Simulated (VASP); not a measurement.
A VASP calculation is set up with these files.

**KPOINTS**
```
Automatic
0
G
  16 16 16
0 0 0
```

File POSCAR:
```
Pt
1
    0.0000000000     1.9425542939     1.9425542939
    1.9425542939     0.0000000000     1.9425542939
    1.9425542939     1.9425542939     0.0000000000
Pt
1
Direct
  0.0000000000   0.0000000000   0.0000000000
```

INCAR:
```
SYSTEM  =  Pt
PREC  =  Accurate; ENCUT  =  520; LREAL  =  .FALSE.
LASPH  =  .TRUE.
EDIFF  =  1E-7; NELM  =  100; ALGO  =  Normal
LMAXMIX  =  6
ISMEAR  =  1; SIGMA  =  0.1
GGA  =  PE; IVDW  =  12
ISIF  =  2
LWAVE  =  .FALSE.; LCHARG  =  .FALSE.
```

POTCAR, in this order: Pt (PBE.64 set). Program: vasp_std.

Problem. Write an equivalent input for Quantum ESPRESSO's pw.x.

Solution. One equivalent input (not run):
```
&CONTROL
  calculation = 'scf'
  pseudo_dir = './pseudo'
  outdir = './out'
  tprnfor = .true.
  tstress = .true.
/
&SYSTEM
  ibrav = 0
  nat = 1
  ntyp = 1
  ecutwfc = 84
  occupations = 'smearing'
  smearing = 'methfessel-paxton'
  degauss = 0.00735
  input_dft = 'pbe'
  vdw_corr = 'grimme-d3'
  dftd3_version = 4
  dftd3_threebody = .false.
/
&ELECTRONS
  conv_thr = 7.3e-09
  electron_maxstep = 100
/
ATOMIC_SPECIES
  Pt 195.084 Pt.upf
CELL_PARAMETERS angstrom
     0.0000000    1.9425543    1.9425543
     1.9425543    0.0000000    1.9425543
     1.9425543    1.9425543    0.0000000
ATOMIC_POSITIONS crystal
  Pt   0.0000000  0.0000000  0.0000000
K_POINTS automatic
  16 16 16 0 0 0
```
Limits of the translation: the potentials are each code's own (VASP's PAW set, PseudoDojo norm-conserving files in pw.x), so ENCUT and ecutwfc are chosen apart and not converted; conv_thr bounds pw.x's estimated SCF error, while EDIFF bounds the energy change between steps.

The compound is Pt in the fcc structure. This cell is one point of a volume scan, at 0.97 of the reference volume.
